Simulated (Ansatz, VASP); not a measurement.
# Cross-check of Os between VASP and Ansatz, part 2 of 2

Wanted: the spread between two codes on one cell, functional and k mesh. The structure shown is the end of the Ansatz relaxation below.

VASP 6.6.1 and Ansatz 0.2.0.

So far. Step 6 (VASP: single point, PBEsol, pair 2): The run ends at a pressure of -3.46 GPa.

## 8. Ansatz: relaxation, PBEsol

Level of this step: Ansatz beside VASP: Kohn-Sham DFT, plane waves, PBEsol (Ansatz).

This run makes the geometry at which the two programs are then compared. The cell compared in this pair holds 26.90 Å³, against 28.05 Å³ for the pair before.

The structure compared here is the end of the Ansatz relaxation.

Contents of input.yaml:

```yaml
crystal:
  lattice:
    - [2.7273603155, 0.0, 0.0]
    - [-1.3636801578, 2.3619633185, 0.0]
    - [0.0, 0.0, 4.3126533552]
  atoms:
    - { symbol: Os, position: [0.3333333333, 0.6666666667, 0.75] }
    - { symbol: Os, position: [0.6666666667, 0.3333333333, 0.25] }
kpoints:
  mp_grid: { grid: [18, 18, 10] }
scf:
  occupations: { method: fermi_dirac, width: 0.05 }
hamiltonian:
  xc: pbesol
  pseudopotentials: { kind: paw, azcp: { folder: soft_1 }, xc_functional: pbe }
basis:
  ecutwfc: 600
output:
  forces: true
  stress: true
  write_density: true
  write_potential: true
  elf: true
  volumetric_format: npy
relax:
  f_tol: 0.005
  max_steps: 70
  cell: { stress_tol: 0.02, p_target: 15 }
```

Run with:

```bash
> ansatz run input.yaml --threads 4 --pin off --max-ram 10240MiB --backend cpu --events-out ev --progress --plain --runs-dir out
```

Numbers of over 12 decimals in the logs are rounded to 6 here.

The program printed:

```text
[...]
Crystal: 2 atoms, lattice volume = 27.782 Å³
Basis set: ecut = 600 eV, 965 PW (Γ), exchange–correlation on 48×48×72 points (8 copies of the dense FFT grid, shifted against one another)
Bands: 20, of which v1, the nominal top of the filled ones, is band 16 counted from 1 (15 counted from 0)
Symmetry: 24 space group operations
[...]
k-points: 222 of 3240
[...]
k-point 221: bands = [... 12 lower, 23.4761, 23.4761, 25.6080, 25.6080, 28.8210, 28.8210, 35.8142, 35.8142]
--- Relaxed structure (5 steps of the walk, 4 accepted, 1 SCFs on fresh bases) ---
[...]
cell:  # Å, volume = 26.9018 Å³
    - [2.696840, 2.8544432213513312e-11, 0.0]
    - [-1.348420, 2.335532, 0.0]
    - [0.0, 0.0, 4.271110]
  atoms:
    - { symbol: Os, position: [0.333333, 0.666667, 0.75] }
    - { symbol: Os, position: [0.666667, 0.333333, 0.25] }
[key lines of the parts left out:]
SCF converged after 9 iterations
Free energy (F): -22504.623672 eV
Fermi energy:    27.073112 eV
P = ⅓ Tr σ = 15.0000 GPa (150.000 kbar)
```

## 9. VASP: single point, PBEsol, pair 3

The same cell, functional, mesh and smearing now go to VASP, with its own data sets.

Contents of INCAR:

```
SYSTEM = Os
PREC = Accurate
ENCUT = 600
EDIFF = 1E-06
NELM = 120
ISMEAR = -1
SIGMA = 0.05
LREAL = .FALSE.
ALGO = Normal
GGA = PS
NBANDS = 14
LASPH = .TRUE.
LORBIT = 11
LWAVE = .FALSE.
LCHARG = .FALSE.
ISIF = 2
GGA_COMPAT = .FALSE.
KPAR = 2
```

Contents of POSCAR:

```
Os
1.0
    2.6968403667      0.0000000000      0.0000000000
   -1.3484201834      2.3355322675      0.0000000000
    0.0000000000      0.0000000000      4.2711097777
Os
2
Direct
    0.3333333334      0.6666666668      0.7500000000
    0.6666666668      0.3333333334      0.2500000000
```

Contents of KPOINTS:

```
Automatic mesh
0
Gamma
18 18 10
0 0 0
```

Potentials, in the order of the species: Os (PBE family, release 64).

Run with:

```bash
> mpirun -np 2 vasp_std
```

The program printed:

```text
[... set-up lines as in an earlier step ...]
 entering main loop
       N       E                     dE             d eps       ncg     rms          rms(c)
DAV:   1     0.120207392484E+03    0.12021E+03   -0.82741E+03  6216   0.124E+03
DAV:   2    -0.195229785026E+02   -0.13973E+03   -0.12344E+03  6300   0.374E+02
DAV:   3    -0.258566036930E+02   -0.63336E+01   -0.59955E+01  8210   0.697E+01
DAV:   4    -0.259302593887E+02   -0.73656E-01   -0.73306E-01  6756   0.771E+00
[...]
DAV:  10    -0.244437714291E+02   -0.18907E-04   -0.56543E-05  7956   0.675E-02    0.862E-03
DAV:  11    -0.244437503007E+02    0.21128E-04   -0.48523E-06  6882   0.255E-02    0.123E-03
DAV:  12    -0.244437496355E+02    0.66521E-06   -0.10304E-07  3852   0.334E-03
   1 F= -.24443750E+02 E0= -.24438222E+02  d E =-.110550E-01
```

OUTCAR, selected parts (step 9):

```text
  Total        2.7176708      2.7176708      2.7036280     -0.0000000     -0.0000000      0.0000000
  in kB      161.8547979    161.8547979    161.0184589     -0.0000000     -0.0000000      0.0000000
  external PRESSURE =     161.5760182 kB  Pullay stress =       0.0000000 kB

 POSITION                                       TOTAL-FORCE (eV/Angst)
 -----------------------------------------------------------------------------------
     -0.00000      1.55702      3.20333        -0.000000      0.000000      0.000000
      1.34842      0.77851      1.06778         0.000000      0.000000      0.000000
 -----------------------------------------------------------------------------------
    total drift:                               -0.000000     -0.000000      0.000000

  FREE ENERGIE OF THE ION-ELECTRON SYSTEM (eV)
  ---------------------------------------------------
  free  energy   TOTEN  =       -24.4437496355 eV

  energy  without entropy=      -24.4326946509  energy(sigma->0) =      -24.43822214

[... 1 part as in an earlier step ...]

[... 2 further parts left out ...]
[key lines of the parts left out:]
E-fermi :   9.9152
```

The run ends at a pressure of 16.16 GPa.

## 10. Comparison

What differs besides the data sets and the points named for the pairs above, as far as they apply: the data sets hold 32 valence electrons in Ansatz (on its PAW soft_1 files) and 16 in VASP. Total energies have different zeros and are not compared.

The two programs side by side:

| quantity | Ansatz | VASP | difference |
| --- | --- | --- | --- |
| pressure (GPa) | 15.00 | 16.16 | -1.16 |

## 11. Further runs

Further runs change the set-up of one program: Ansatz's method, potentials or start, or VASP's data sets, cutoff or form of LDA. The table gives that difference for each run.

| run | pressure (GPa) |
| --- | --- |
| as above | -1.2 |
| VASP with the data sets Os_sv_GW and a cutoff of 500 eV | 2.6 |

## 12. Outcome

| Property | Result |
| --- | --- |
| difference in pressure (single point, PBEsol, pair 1) | -0.82 GPa |
| difference in pressure (single point, PBEsol, pair 2) | -0.54 GPa |
| difference in pressure (single point, PBEsol, pair 3) | -1.2 GPa |

**Reading.** The difference in pressure is -1.2 GPa (single point, PBEsol, pair 3), beyond the 1 GPa picked in this series as the mark of a large difference. The data sets hold unlike numbers of valence electrons (32 in Ansatz and 16 in VASP), so part of the differences comes from the potentials. Single point, PBEsol, pair 3, VASP with the data sets Os_sv_GW and a cutoff of 500 eV: the difference in pressure goes from -1.2 to 2.6 GPa. 2 further runs of this series are not shown here. Such differences can come from data sets, numerical settings and the points named under the comparisons, not from the functional's error against experiment.

[Lines on the potential files, build, host, timing and source positions are cut from VASP's logs without a mark.]

[Logs are printed without paths, hosts, clocks, repeated set-up lines and the standing remarks that a program may print on its own settings, such as how far it seeks lower states.]

[Hosts, paths, dates, database ids (printed as entryN), source tags and the programs' standing remarks are cut or masked in the printed files.]
